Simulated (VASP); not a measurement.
Level of theory: r2SCAN meta-GGA, VASP's PBE PAW potentials (set 64) (plane waves; VASP).

A VASP calculation is set up with these files.

**POSCAR**
```
LiH
1
    0.0000000000     1.9970481038     1.9970481038
    1.9970481038    -0.0000000000     1.9970481038
    1.9970481038     1.9970481038     0.0000000000
Li H
1 1
Direct
  0.0000000000   0.0000000000   0.0000000000
  0.5000000000   0.5000000000   0.5000000000
```

**INCAR**
```
SYSTEM = LiH
PREC = Accurate
ENCUT = 520
EDIFF = 1E-6
NELM = 100
ALGO = Normal
LREAL = .FALSE.
LASPH = .TRUE.
ISMEAR = 0
SIGMA = 0.05
METAGGA = R2SCAN
LMIXTAU = .TRUE.
LWAVE = .FALSE.
LCHARG = .FALSE.
IBRION = 2
ISIF = 3
NSW = 60
EDIFFG = -0.01
```

**KPOINTS**
```
Automatic
0
G
 10 10 10
0 0 0
```

POTCAR, in this order: Li_sv H (PBE.64 set). Program: vasp_std.

The run wrote:

**OSZICAR**
```
       N       E                     dE             d eps       ncg     rms          rms(c)
DAV:   1    -0.235980504156E+01   -0.23598E+01   -0.15279E+03   564   0.621E+02
DAV:   2    -0.730171321232E+01   -0.49419E+01   -0.49419E+01   810   0.736E+01
DAV:   3    -0.740917830870E+01   -0.10747E+00   -0.10747E+00   696   0.967E+00
DAV:   4    -0.741201090727E+01   -0.28326E-02   -0.28326E-02   792   0.993E-01
DAV:   5    -0.741201478478E+01   -0.38775E-05   -0.38775E-05   720   0.394E-02    0.274E+00
DAV:   6    -0.687111185952E+01    0.54090E+00   -0.18576E-01   852   0.371E+00    0.183E+00
DAV:   7    -0.714678576246E+01   -0.27567E+00   -0.89716E-01   756   0.491E+00    0.104E+00
DAV:   8    -0.666282714009E+01    0.48396E+00   -0.22627E-01   582   0.450E+00    0.247E-01
DAV:   9    -0.679397035321E+01   -0.13114E+00   -0.81756E-02   576   0.361E+00    0.989E-02
DAV:  10    -0.681718515440E+01   -0.23215E-01   -0.28029E-02   576   0.146E+00    0.114E-01
DAV:  11    -0.681758932893E+01   -0.40417E-03   -0.10280E-03   726   0.325E-01    0.423E-02
DAV:  12    -0.681736429029E+01    0.22504E-03   -0.12700E-04   570   0.172E-01    0.248E-02
DAV:  13    -0.681756125812E+01   -0.19697E-03   -0.18503E-04   564   0.151E-01    0.214E-03
DAV:  14    -0.681757757925E+01   -0.16321E-04   -0.13806E-05   600   0.475E-02    0.204E-03
DAV:  15    -0.681757768935E+01   -0.11011E-06   -0.14058E-06   696   0.115E-02
   1 F= -.68175777E+01 E0= -.68175777E+01  d E =-.681758E+01
```

OUTCAR:
```
------------------------ aborting loop because EDIFF is reached ----------------------------------------
  FORCE on cell =-STRESS in cart. coord.  units (eV):
  Direction    XX          YY          ZZ          XY          YZ          ZX
  --------------------------------------------------------------------------------------
  Total       -0.0192549     -0.0192549     -0.0192549     -0.0000000      0.0000000     -0.0000000
  in kB       -1.9366771     -1.9366771     -1.9366771     -0.0000000      0.0000000     -0.0000000
  external PRESSURE =      -1.9366771 kB  Pullay stress =       0.0000000 kB
  volume of cell :       15.93
      direct lattice vectors                 reciprocal lattice vectors
     0.000000000  1.997048104  1.997048104    -0.250369532  0.250369532  0.250369532
     1.997048104  0.000000000  1.997048104     0.250369532 -0.250369532  0.250369532
     1.997048104  1.997048104  0.000000000     0.250369532  0.250369532 -0.250369532
  FREE ENERGIE OF THE ION-ELECTRON SYSTEM (eV)
  ---------------------------------------------------
  free  energy   TOTEN  =        -6.8175776894 eV

  energy  without entropy=       -6.8175776894  energy(sigma->0) =       -6.81757769

 reached required accuracy - stopping structural energy minimisation
```
(Selected blocks of OUTCAR.)

File OUTCAR:
```
 val. band max:       -0.1370120957   @ k =   0.5000   0.5000   0.0000

 cond. band min:       3.4394368834   @ k =   0.5000   0.5000   0.0000


 Fermi energy:         0.2198490158

 k-point     1 :       0.0000    0.0000    0.0000
  band No.  band energies     occupation
      1     -45.8598      2.00000
      2      -5.6241      2.00000
      3      17.6489      0.00000
      4      19.3790      0.00000
      5      19.3790      0.00000
      6      19.3797      0.00000

 k-point     2 :       0.1000    0.0000    0.0000
  band No.  band energies     occupation
      1     -45.8555      2.00000
      2      -5.4433      2.00000
      3      15.8442      0.00000
      4      18.3716      0.00000
      5      18.9223      0.00000
      6      18.9228      0.00000

 k-point     3 :       0.2000    0.0000    0.0000
  band No.  band energies     occupation
      1     -45.8439      2.00000
      2      -4.9160      2.00000
      3      12.2824      0.00000
      4      17.0316      0.00000
      5      18.2341      0.00000
      6      18.2345      0.00000

 k-point     4 :       0.3000    0.0000    0.0000
  band No.  band energies     occupation
      1     -45.8294      2.00000
      2      -4.1090      2.00000
      3       8.9667      0.00000
      4      15.8973      0.00000
      5      17.8690      0.00000
      6      17.8694      0.00000

 k-point     5 :       0.4000    0.0000    0.0000
  band No.  band energies     occupation
      1     -45.8177      2.00000
      2      -3.2355      2.00000
      3       6.5247      0.00000
      4      15.1569      0.00000
      5      17.9249      0.00000
      6      17.9254      0.00000

 k-point     6 :       0.5000    0.0000    0.0000
  band No.  band energies     occupation
      1     -45.8133      2.00000
      2      -2.8060      2.00000
      3       5.5635      0.00000
      4      14.9006      0.00000
      5      18.1257      0.00000
      6      18.1264      0.00000
...
```

The compound is LiH in the rock salt structure. It was relaxed first, which changed the volume by -6 %. The start is the result of an earlier pass.
